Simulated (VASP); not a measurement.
Level of theory: PBE GGA, VASP's PBE PAW potentials (set 64) (plane waves; VASP).

A VASP calculation is set up with these files.

INCAR:
```
SYSTEM = Al2Au
PREC = Accurate; ENCUT = 300; LREAL = .FALSE.
LASPH = .TRUE.
EDIFF = 1E-6; NELM = 100; ALGO = Normal
LMAXMIX = 6
ISMEAR = -1; SIGMA = 0.1
GGA = PE
ISIF = 2
LWAVE = .FALSE.; LCHARG = .FALSE.
```

**POSCAR**
```
Al2Au
6.0593120
  0.0000000000   0.5000000000   0.5000000000
  0.5000000000   0.0000000000   0.5000000000
  0.5000000000   0.5000000000   0.0000000000
Al Au
2 1
Cartesian
  0.2500000000   0.2500000000   0.2500000000
  0.7500000000   0.7500000000   0.7500000000
  0.0000000000   0.0000000000   0.0000000000
```

File KPOINTS:
```
Automatic mesh
0
Gamma
6 6 6
0 0 0
```

POTCAR, in this order: Al Au (PBE.64 set). Program: vasp_std.

The resulting files:

OUTCAR:
```
 ion  position               nearest neighbor table
   1  0.250  0.250  0.250-   3 2.62   3 2.62   3 2.62   3 2.62   2 3.03   2 3.03   2 3.03   2 3.03
                             2 3.03   2 3.03
   2  0.750  0.750  0.750-   3 2.62   3 2.62   3 2.62   3 2.62   1 3.03   1 3.03   1 3.03   1 3.03
                             1 3.03   1 3.03
   3  0.000  0.000  0.000-   1 2.62   2 2.62   2 2.62   2 2.62   2 2.62   1 2.62   1 2.62   1 2.62
  LATTYP: Found a face centered cubic cell.
 ALAT       =     6.0593120000
 Subroutine PRICEL returns:
 Original cell was already a primitive cell.
 Subroutine GETGRP returns: Found 48 space group operations
The static configuration has the point symmetry O_h .
The dynamic configuration has the point symmetry O_h .
 Subroutine INISYM returns: Found 48 space group operations
 Subroutine IBZKPT returns following result:
 Found     16 irreducible k-points:

 Following reciprocal coordinates:
            Coordinates               Weight
  0.000000  0.000000  0.000000      1.000000
  0.166667  0.000000  0.000000      8.000000
  0.333333  0.000000  0.000000      8.000000
  0.500000  0.000000  0.000000      4.000000
  0.166667  0.166667  0.000000      6.000000
  0.333333  0.166667  0.000000     24.000000
  0.500000  0.166667  0.000000     24.000000
 -0.333333  0.166667  0.000000     24.000000
 -0.166667  0.166667  0.000000     12.000000
  0.333333  0.333333  0.000000      6.000000
  0.500000  0.333333  0.000000     24.000000
 -0.333333  0.333333  0.000000     12.000000
  0.500000  0.500000  0.000000      3.000000
  0.500000  0.333333  0.166667     24.000000
 -0.333333  0.333333  0.166667     24.000000
 -0.333333  0.500000  0.166667     12.000000
   k-points           NKPTS =     16   k-points in BZ     NKDIM =     16   number of bands    NBANDS=     12
   number of dos      NEDOS =    301   number of ions     NIONS =      3
   total plane-waves  NPLWV =  13824
   dimension x,y,z NGX =    24 NGY =   24 NGZ =   24
   dimension x,y,z NGXF=    48 NGYF=   48 NGZF=   48
...
```

**OSZICAR**
```
       N       E                     dE             d eps       ncg     rms          rms(c)
DAV:   1     0.393756195361E+02    0.39376E+02   -0.50570E+03   416   0.731E+02
DAV:   2    -0.120861825154E+02   -0.51462E+02   -0.47333E+02   468   0.157E+02
DAV:   3    -0.132537216334E+02   -0.11675E+01   -0.11617E+01   480   0.238E+01
DAV:   4    -0.132613254888E+02   -0.76039E-02   -0.76025E-02   456   0.237E+00
DAV:   5    -0.132614308346E+02   -0.10535E-03   -0.10534E-03   488   0.277E-01    0.875E+00
DAV:   6    -0.121452639472E+02    0.11162E+01   -0.62224E+00   424   0.278E+01    0.412E+00
DAV:   7    -0.120751267528E+02    0.70137E-01   -0.28613E-01   408   0.596E+00    0.188E+00
DAV:   8    -0.120487222368E+02    0.26405E-01   -0.26300E-02   432   0.122E+00    0.407E-01
DAV:   9    -0.120476564667E+02    0.10658E-02   -0.36973E-03   440   0.720E-01    0.188E-01
DAV:  10    -0.120478122936E+02   -0.15583E-03   -0.25012E-04   420   0.122E-01    0.351E-02
DAV:  11    -0.120478076049E+02    0.46887E-05   -0.61817E-06   472   0.203E-02    0.131E-02
DAV:  12    -0.120478096100E+02   -0.20052E-05   -0.48829E-06   408   0.148E-02    0.358E-03
DAV:  13    -0.120478097061E+02   -0.96075E-07   -0.13843E-07   248   0.365E-03
   1 F= -.12047810E+02 E0= -.12032976E+02  d E =-.296674E-01
```

File OUTCAR:
```
------------------------ aborting loop because EDIFF is reached ----------------------------------------
  FORCE on cell =-STRESS in cart. coord.  units (eV):
  Direction    XX          YY          ZZ          XY          YZ          ZX
  --------------------------------------------------------------------------------------
  Total       -0.0650940     -0.0650940     -0.0650940      0.0000000     -0.0000000      0.0000000
  in kB       -1.8751753     -1.8751753     -1.8751753      0.0000000     -0.0000000      0.0000000
  external PRESSURE =      -1.8751753 kB  Pullay stress =       0.0000000 kB
  volume of cell :       55.62
      direct lattice vectors                 reciprocal lattice vectors
     0.000000000  3.029656000  3.029656000    -0.165035238  0.165035238  0.165035238
     3.029656000  0.000000000  3.029656000     0.165035238 -0.165035238  0.165035238
     3.029656000  3.029656000  0.000000000     0.165035238  0.165035238 -0.165035238
 POSITION                                       TOTAL-FORCE (eV/Angst)
 -----------------------------------------------------------------------------------
      1.51483      1.51483      1.51483         0.000000      0.000000      0.000000
      4.54448      4.54448      4.54448        -0.000000     -0.000000     -0.000000
      0.00000      0.00000      0.00000         0.000000     -0.000000     -0.000000
 -----------------------------------------------------------------------------------
    total drift:                               -0.000000      0.000000      0.000000
  FREE ENERGIE OF THE ION-ELECTRON SYSTEM (eV)
  ---------------------------------------------------
  free  energy   TOTEN  =       -12.0478097061 eV

  energy  without entropy=      -12.0181423542  energy(sigma->0) =      -12.03297603
```
(Selected blocks of OUTCAR.)

File OUTCAR:
```
 val. band max:        7.3074462681   @ k =   0.3333   0.1667   0.0000

 cond. band min:       7.8377900922   @ k =   0.5000   0.0000   0.0000


 Fermi energy:         7.4113375214

 k-point     1 :       0.0000    0.0000    0.0000
  band No.  band energies     occupation
      1      -2.8788      2.00000
      2       1.0309      2.00000
      3       1.0309      2.00000
      4       1.0309      2.00000
      5       1.9569      2.00000
      6       1.9569      2.00000
      7       9.4927      0.00000
      8      10.4160      0.00000
      9      10.4160      0.00000
     10      10.4160      0.00000
     11      11.2432      0.00000
     12      11.2432      0.00000

 k-point     2 :       0.1667    0.0000    0.0000
  band No.  band energies     occupation
      1      -2.5267      2.00000
      2       0.9215      2.00000
      3       1.1118      2.00000
      4       1.1118      2.00000
      5       1.9454      2.00000
      6       1.9454      2.00000
      7       7.1275      1.88948
      8       9.3890      0.00000
      9       9.3890      0.00000
     10       9.8650      0.00000
     11      12.0193      0.00000
     12      12.0193      0.00000

 k-point     3 :       0.3333    0.0000    0.0000
  band No.  band energies     occupation
      1      -1.5832      2.00000
      2       0.8027      2.00000
      3       1.2351      2.00000
      4       1.2351      2.00000
      5       1.9940      2.00000
      6       1.9940      2.00000
      7       3.9879      2.00000
      8       8.2998      0.00028
      9       8.2998      0.00028
     10      10.3001      0.00000
     11      11.4180      0.00000
     12      11.4197      0.00000

 k-point     4 :       0.5000    0.0000    0.0000
  band No.  band energies     occupation
      1      -0.8650      2.00000
      2       1.1260      2.00000
      3       1.2667      2.00000
      4       1.2667      2.00000
      5       2.0701      2.00000
      6       2.0701      2.00000
...
```

At this cut-off the stress carries a Pulay error, which pulls relaxed volumes low. Unless said otherwise, spin-orbit coupling is left out, though it shifts the bands of the heavy elements here.

The structure comes from a computed database's Al2Au entry; how it stands against other phases isn't given here. The cell was not relaxed at this level. The electron count is odd and the run is not spin-polarised, which forces a metal.
